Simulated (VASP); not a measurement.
All values below come from r2SCAN meta-GGA, VASP's PBE PAW potentials (set 64) (plane waves; VASP).

VASP ran on this input.

### KPOINTS
```
Automatic mesh
0
Gamma
3 3 3
0 0 0
```

**POSCAR**
```
In5AgS8
1
    0.0000000000     5.4395775687     5.4395775687
    5.4395775687     0.0000000000     5.4395775687
    5.4395775687     5.4395775687     0.0000000000
In Ag S
5 1 8
Direct
  0.0000000000   0.0000000000   0.0000000000
  0.6189967528   0.1430097416   0.6189967528
  0.6189967528   0.6189967528   0.6189967528
  0.1430097416   0.6189967528   0.6189967528
  0.6189967528   0.6189967528   0.1430097416
  0.2500000000   0.2500000000   0.2500000000
  0.3822452917   0.3822452917   0.3822452917
  0.8532641251   0.3822452917   0.3822452917
  0.3822452917   0.3822452917   0.8532641251
  0.3822452917   0.8532641251   0.3822452917
  0.8661018841   0.4016943477   0.8661018841
  0.8661018841   0.8661018841   0.8661018841
  0.4016943477   0.8661018841   0.8661018841
  0.8661018841   0.8661018841   0.4016943477
```

INCAR:
```
SYSTEM = In5AgS8
PREC = Accurate
ENCUT = 400
EDIFF = 1E-6
NELM = 100
ALGO = Normal
LREAL = Auto
LASPH = .TRUE.
ISMEAR = 0
SIGMA = 0.05
METAGGA = R2SCAN
LMIXTAU = .TRUE.
LMAXMIX = 4
LWAVE = .FALSE.
LCHARG = .FALSE.
IBRION = 2
ISIF = 3
NSW = 60
EDIFFG = -0.02
```

POTCAR, in this order: In_d Ag S (PBE.64 set). Program: vasp_std.

What VASP printed:

**OUTCAR**
```
 ion  position               nearest neighbor table
   1  0.000  0.000  0.000-  11 2.52  13 2.52  14 2.52  12 2.52
   2  0.619  0.143  0.619-   7 2.58   8 2.58   9 2.58  12 2.70  13 2.70  14 2.70   3 3.66   4 3.66
                             5 3.66
   3  0.619  0.619  0.619-   8 2.58   9 2.58  10 2.58  11 2.70  13 2.70  14 2.70   2 3.66   4 3.66
                             5 3.66
   4  0.143  0.619  0.619-   7 2.58   9 2.58  10 2.58  12 2.70  11 2.70  14 2.70   2 3.66   3 3.66
                             5 3.66
   5  0.619  0.619  0.143-   7 2.58   8 2.58  10 2.58  12 2.70  11 2.70  13 2.70   2 3.66   3 3.66
                             4 3.66
   6  0.250  0.250  0.250-   8 2.49  10 2.49   9 2.49   7 2.49
   7  0.382  0.382  0.382-   6 2.49   5 2.58   2 2.58   4 2.58
   8  0.853  0.382  0.382-   6 2.49   3 2.58   5 2.58   2 2.58
   9  0.382  0.382  0.853-   6 2.49   3 2.58   4 2.58   2 2.58
  10  0.382  0.853  0.382-   6 2.49   3 2.58   5 2.58   4 2.58
  11  0.866  0.402  0.866-   1 2.52   3 2.70   4 2.70   5 2.70
  12  0.866  0.866  0.866-   1 2.52   2 2.70   4 2.70   5 2.70
  13  0.402  0.866  0.866-   1 2.52   3 2.70   2 2.70   5 2.70
  14  0.866  0.866  0.402-   1 2.52   3 2.70   2 2.70   4 2.70
  LATTYP: Found a face centered cubic cell.
 ALAT       =    10.8791551374
 Subroutine PRICEL returns:
 Original cell was already a primitive cell.
 Subroutine GETGRP returns: Found 24 space group operations
The static configuration has the point symmetry T_d .
The dynamic configuration has the point symmetry T_d .
 Subroutine INISYM returns: Found 24 space group operations
 Subroutine IBZKPT returns following result:
 Found      4 irreducible k-points:

 Following reciprocal coordinates:
            Coordinates               Weight
  0.000000  0.000000  0.000000      1.000000
  0.333333  0.000000  0.000000      8.000000
  0.333333  0.333333  0.000000      6.000000
 -0.333333  0.333333  0.000000     12.000000
   k-points           NKPTS =      4   k-points in BZ     NKDIM =      4   number of bands    NBANDS=     74
   number of dos      NEDOS =    301   number of ions     NIONS =     14
   total plane-waves  NPLWV = 125000
   dimension x,y,z NGX =    50 NGY =   50 NGZ =   50
...
```

OSZICAR:
```
       N       E                     dE             d eps       ncg     rms          rms(c)
DAV:   1     0.115173738857E+04    0.11517E+04   -0.47229E+04   592   0.162E+03
DAV:   2     0.113857723413E+02   -0.11404E+04   -0.11095E+04   608   0.463E+02
DAV:   3    -0.216134070175E+03   -0.22752E+03   -0.21918E+03   694   0.213E+02
DAV:   4    -0.235525799900E+03   -0.19392E+02   -0.19096E+02   760   0.602E+01
DAV:   5    -0.236279838707E+03   -0.75404E+00   -0.75201E+00   840   0.120E+01    0.225E+01
DAV:   6    -0.217023339525E+03    0.19256E+02   -0.19468E+01   766   0.546E+01    0.150E+01
DAV:   7    -0.205951021529E+03    0.11072E+02   -0.54931E+00   648   0.130E+01    0.805E+00
DAV:   8    -0.207704021826E+03   -0.17530E+01   -0.36244E+00   664   0.953E+00    0.482E+00
DAV:   9    -0.207871052746E+03   -0.16703E+00   -0.12701E+00   628   0.658E+00    0.220E+00
DAV:  10    -0.208264365091E+03   -0.39331E+00   -0.13989E-01   744   0.212E+00    0.775E-01
DAV:  11    -0.208268987485E+03   -0.46224E-02   -0.98963E-02   606   0.205E+00    0.812E-01
DAV:  12    -0.208303050770E+03   -0.34063E-01   -0.37670E-02   680   0.979E-01    0.390E-01
DAV:  13    -0.208313352005E+03   -0.10301E-01   -0.17438E-02   638   0.684E-01    0.245E-01
DAV:  14    -0.208314939616E+03   -0.15876E-02   -0.10565E-03   736   0.156E-01    0.330E-01
DAV:  15    -0.208314903665E+03    0.35951E-04   -0.11326E-04   992   0.381E-02    0.399E-01
DAV:  16    -0.208314909433E+03   -0.57684E-05   -0.10775E-04   704   0.664E-02    0.485E-01
DAV:  17    -0.208312984672E+03    0.19248E-02   -0.33582E-03   596   0.295E-01    0.763E-01
DAV:  18    -0.208315985458E+03   -0.30008E-02   -0.12387E-03   604   0.175E-01    0.599E-01
DAV:  19    -0.208316033751E+03   -0.48293E-04   -0.96812E-05   728   0.510E-02    0.606E-01
DAV:  20    -0.208316043663E+03   -0.99119E-05   -0.49954E-06   574   0.107E-02    0.639E-01
DAV:  21    -0.208316069774E+03   -0.26111E-04   -0.73320E-06   638   0.215E-02    0.786E-01
DAV:  22    -0.208316071037E+03   -0.12628E-05   -0.96319E-07   384   0.530E-03    0.801E-01
DAV:  23    -0.208316050419E+03    0.20618E-04   -0.83756E-06   600   0.213E-02    0.711E-01
DAV:  24    -0.208316019802E+03    0.30617E-04   -0.37498E-05   804   0.484E-02    0.327E-01
DAV:  25    -0.208316027795E+03   -0.79932E-05   -0.20696E-05   812   0.311E-02    0.872E-02
DAV:  26    -0.208316022280E+03    0.55151E-05   -0.30319E-06   488   0.101E-02    0.616E-02
DAV:  27    -0.208316026593E+03   -0.43132E-05   -0.29074E-06   470   0.109E-02    0.174E-02
DAV:  28    -0.208316026675E+03   -0.81678E-07   -0.82824E-07   314   0.585E-03
   1 F= -.20831603E+03 E0= -.20831603E+03  d E =-.208316E+03
       N       E                     dE             d eps       ncg     rms          rms(c)
DAV:   1    -0.208316071461E+03   -0.44868E-04   -0.23085E-02   730   0.608E-01    0.931E-02
DAV:   2    -0.208316166081E+03   -0.94620E-04   -0.13935E-03   752   0.195E-01    0.397E-02
DAV:   3    -0.208316161691E+03    0.43903E-05   -0.11354E-04   878   0.677E-02    0.322E-02
DAV:   4    -0.208316160374E+03    0.13168E-05   -0.11353E-05   840   0.179E-02    0.194E-02
DAV:   5    -0.208316158221E+03    0.21530E-05   -0.47830E-06   640   0.153E-02    0.671E-03
DAV:   6    -0.208316157134E+03    0.10873E-05   -0.10849E-06   370   0.770E-03    0.374E-03
DAV:   7    -0.208316156916E+03    0.21786E-06   -0.54419E-07   352   0.487E-03
   2 F= -.20831616E+03 E0= -.20831616E+03  d E =-.130241E-03
```

**OUTCAR**
```
------------------------ aborting loop because EDIFF is reached ----------------------------------------
  FORCE on cell =-STRESS in cart. coord.  units (eV):
  Direction    XX          YY          ZZ          XY          YZ          ZX
  --------------------------------------------------------------------------------------
  Total        0.0149489      0.0149489      0.0149489      0.0000000      0.0000000     -0.0000000
  in kB        0.0743864      0.0743864      0.0743864      0.0000000      0.0000000     -0.0000000
  external PRESSURE =       0.0743864 kB  Pullay stress =       0.0000000 kB
  volume of cell :      321.98
      direct lattice vectors                 reciprocal lattice vectors
    -0.000000000  5.439994399  5.439994399    -0.091911859  0.091911859  0.091911859
     5.439994399 -0.000000000  5.439994399     0.091911859 -0.091911859  0.091911859
     5.439994399  5.439994399 -0.000000000     0.091911859  0.091911859 -0.091911859
 POSITION                                       TOTAL-FORCE (eV/Angst)
 -----------------------------------------------------------------------------------
     10.87999      5.43999      5.43999         0.000000      0.000000     -0.000000
      4.14480      6.73519      4.14480        -0.004230      0.004230     -0.004230
      6.73519      6.73519      6.73519         0.004230      0.004230      0.004230
      6.73519      4.14480      4.14480         0.004230     -0.004230     -0.004230
      4.14480      4.14480      6.73519        -0.004230     -0.004230      0.004230
      2.72000      2.72000      2.72000         0.000000      0.000000     -0.000000
      4.15943      4.15943      4.15943         0.005895      0.005895      0.005895
      4.15943      6.72056      6.72056         0.005895     -0.005895     -0.005895
      6.72056      6.72056      4.15943        -0.005895     -0.005895      0.005895
      6.72056      4.15943      6.72056        -0.005895      0.005895     -0.005895
      6.89656      9.42342      6.89656        -0.002564      0.002564     -0.002564
      9.42342      9.42342      9.42342         0.002564      0.002564      0.002564
      9.42342      6.89656      6.89656         0.002564     -0.002564     -0.002564
      6.89656      6.89656      9.42342        -0.002564     -0.002564      0.002564
 -----------------------------------------------------------------------------------
    total drift:                               -0.000026     -0.000026     -0.000026
  FREE ENERGIE OF THE ION-ELECTRON SYSTEM (eV)
  ---------------------------------------------------
  free  energy   TOTEN  =      -208.3161569160 eV

  energy  without entropy=     -208.3161569160  energy(sigma->0) =     -208.31615692

 reached required accuracy - stopping structural energy minimisation
```
(Selected blocks of OUTCAR.)

**CONTCAR**
```
In5AgS8
   1.00000000000000
    -0.0000000000000000    5.4399943994539148    5.4399943994539148
     5.4399943994539148   -0.0000000000000000    5.4399943994539148
     5.4399943994539148    5.4399943994539148   -0.0000000000000000
  In              Ag              S
     5     1     8
Direct
     0.0000000000000000    1.0000000000000000    1.0000000000000000
     0.6190440825724898    0.1428677522825305    0.6190440825724898
     0.6190440825724898    0.6190440825724898    0.6190440825724898
     0.1428677522825305    0.6190440825724898    0.6190440825724898
     0.6190440825724898    0.6190440825724898    0.1428677522825305
     0.2500000000000000    0.2500000000000000    0.2500000000000000
     0.3823008380140513    0.3823008380140513    0.3823008380140513
     0.8530974861578495    0.3823008380140513    0.3823008380140513
     0.3823008380140513    0.3823008380140513    0.8530974861578495
     0.3823008380140513    0.8530974861578495    0.3823008380140513
     0.8661243587123350    0.4016269238629881    0.8661243587123350
     0.8661243587123350    0.8661243587123350    0.8661243587123350
     0.4016269238629881    0.8661243587123350    0.8661243587123350
     0.8661243587123350    0.8661243587123350    0.4016269238629881
```

The structure comes from a computed database's In5AgS8 entry (F-43m); how it stands against other phases isn't given here. This run relaxes it. Symmetry was kept, so distortions that lower it aren't found. The start is the result of an earlier pass.
